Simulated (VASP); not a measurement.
Method: PBE GGA, VASP's PBE PAW potentials (set 64) (plane waves; VASP).

VASP input:

**KPOINTS**
```
Automatic mesh
0
Gamma
8 8 8
0 0 0
```

### POSCAR
```
SrVO3
1
    3.7481981943     0.0000000000     0.0000000000
    0.0000000000     3.7481981943     0.0000000000
    0.0000000000     0.0000000000     3.7481981943
Sr V O
1 1 3
Direct
  0.0000000000   0.0000000000   0.0000000000
  0.5000000000   0.5000000000   0.5000000000
  0.5000000000   0.0000000000   0.5000000000
  0.0000000000   0.5000000000   0.5000000000
  0.5000000000   0.5000000000   0.0000000000
```

### INCAR
```
SYSTEM = SrVO3
PREC = Accurate
ENCUT = 620
EDIFF = 1E-6
NELM = 100
ALGO = Normal
LREAL = .FALSE.
LASPH = .TRUE.
ISMEAR = 1
SIGMA = 0.1
GGA = PE
LMAXMIX = 4
LWAVE = .FALSE.
LCHARG = .FALSE.
IBRION = 2
ISIF = 3
NSW = 40
EDIFFG = -0.02
PSTRESS = 300
```

POTCAR, in this order: Sr_sv V_sv O (PBE.64 set). Program: vasp_std.

**Question.** What will the output report for the number of irreducible k-points (NKPTS), largest plane-wave count, number of space-group operations, FFT grid (NGX, NGY, NGZ)?

**Answer.** 
```
Item                                           Value
--------------------------------------  ------------
number of irreducible k-points (NKPTS)            35
largest plane-wave count                        1861
number of space-group operations                  48
FFT grid (NGX, NGY, NGZ)                30 × 30 × 30
```

The compound is SrVO3 in the cubic perovskite structure. This run relaxes it under an external pressure of 30 GPa. Symmetry was kept, so distortions that lower it aren't found. The run is not spin-polarised, so no magnetic state was tried. The electron count is odd and the run is not spin-polarised, which forces a metal.
